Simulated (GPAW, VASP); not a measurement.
An input for GPAW (LDA (Perdew-Wang 92), GPAW PAW datasets LDA (gpaw-data 1.0.1)):

```
from ase import Atoms
from ase.units import GPa
from gpaw import GPAW, PW

atoms = Atoms(['P', 'Ir', 'Ir'],
              cell=[[0.000000, 2.778745, 2.778745],
                    [2.778745, 0.000000, 2.778745],
                    [2.778745, 2.778745, 0.000000]],
              scaled_positions=[[0.000000, 0.000000, 0.000000],
                                [0.250000, 0.250000, 0.250000],
                                [0.750000, 0.750000, 0.750000]],
              pbc=True)

calc = GPAW(mode=PW(550),
            xc='LDA',
            kpts={'size': (10, 10, 10), 'gamma': True},
            occupations={'name': 'methfessel-paxton', 'width': 0.05, 'order': 0},
            nbands=-7,
            convergence={'density': 1e-05, 'energy': 1e-05},
            symmetry={'symmorphic': False, 'tolerance': 0.0005},
            maxiter=150,
            txt='-')

atoms.calc = calc

energy = atoms.get_potential_energy()
print('Energy (eV):', round(energy, 6))
forces = atoms.get_forces()
print('Forces (eV/Ang):')
print(forces.round(5))
stress = atoms.get_stress()
print('Stress (GPa, Voigt):', (stress / GPa).round(4))
```

### Question
Translate it to VASP.

### Answer
One set of files that does it:

File KPOINTS:
```
Regular mesh
0
gamma
10 10 10
```

### INCAR
```
! general
SYSTEM  = PIr2
PREC    = Accurate
ENCUT   = 300   ! plane-wave cut-off (eV)
LREAL   = .False.   ! projection in real space or not
LASPH   = .True.

! electronic loop
EDIFF   = 1E-6
NELM    = 100   ! most electronic steps
ALGO    = Normal   ! blocked Davidson
LMAXMIX = 6

! smearing
ISMEAR  = 0
SIGMA   = 0.05

! ions
ISIF    = 2

! output
LWAVE   = .False.
LCHARG  = .False.
```

POSCAR:
```
PIr2
1
    0.0000000000     2.7787450000     2.7787450000
    2.7787450000     0.0000000000     2.7787450000
    2.7787450000     2.7787450000     0.0000000000
P Ir
1 2
Direct
  0.0000000000   0.0000000000   0.0000000000
  0.2500000000   0.2500000000   0.2500000000
  0.7500000000   0.7500000000   0.7500000000
```

POTCAR, in this order: P Ir (LDA.64 set). Program: vasp_std.

Both inputs were run and reached self-consistency, which says nothing on mesh or cut-off. Potentials, basis and cut-offs are each code's own, so they don't translate, and total energies aren't comparable.

VASP's LDA is the Perdew-Zunger fit; the other code's may be Perdew-Wang, which differs slightly.

The structure comes from a computed database's PIr2 entry (Fm-3m); how it stands against other phases isn't given here. The cell was not relaxed at this level, and it may have been scaled.
